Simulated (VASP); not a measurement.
A run of VASP 6.6.1:

Contents of INCAR:

```
SYSTEM = CsCaF3
ALGO = Fast
EDIFF = 1E-6
ENCUT = 520
GGA = PS
ISIF = 2
ISMEAR = 0
LASPH = .True.
LCHARG = .True.
LELF = .True.
LREAL = .False.
LVHAR = .True.
LWAVE = .False.
NBANDS = 28
NELM = 100
PREC = Accurate
SIGMA = 0.02
```

The input KPOINTS:

```
k-points
0
Gamma
  6 6 6
  0 0 0
```

File POSCAR:

```
CsCaF3
1.0
    4.3783476103      0.0000000000      0.0000000000
    0.0000000000      4.3783476103      0.0000000000
    0.0000000000      0.0000000000      4.3783476103
Cs Ca F
1 1 3
Direct
    0.0000000000      0.0000000000      0.0000000000
    0.5000000000      0.5000000000      0.5000000000
    0.0000000000      0.5000000000      0.5000000000
    0.5000000000      0.0000000000      0.5000000000
    0.5000000000      0.5000000000      0.0000000000
```

Potentials or basis: VASP PAW PBE potentials, release 64 (Cs_sv, Ca_sv, F).

Launch:

```console
$ cat potpaw_PBE.64/Cs_sv/POTCAR potpaw_PBE.64/Ca_sv/POTCAR potpaw_PBE.64/F/POTCAR > POTCAR
$ mpirun -np 1 vasp_std > vasp.out
```

Hardware: 1 thread of Intel(R) Xeon(R) Platinum 8375C CPU @ 2.90GHz (Ice Lake) (shared host).

Q: How long does it take, and how much memory?

A: Run time: 70 s on 1 thread of Intel(R) Xeon(R) Platinum 8375C CPU @ 2.90GHz (Ice Lake) (shared host), peak memory 0.22 GiB. Counts: scf iterations 18, k points 20.
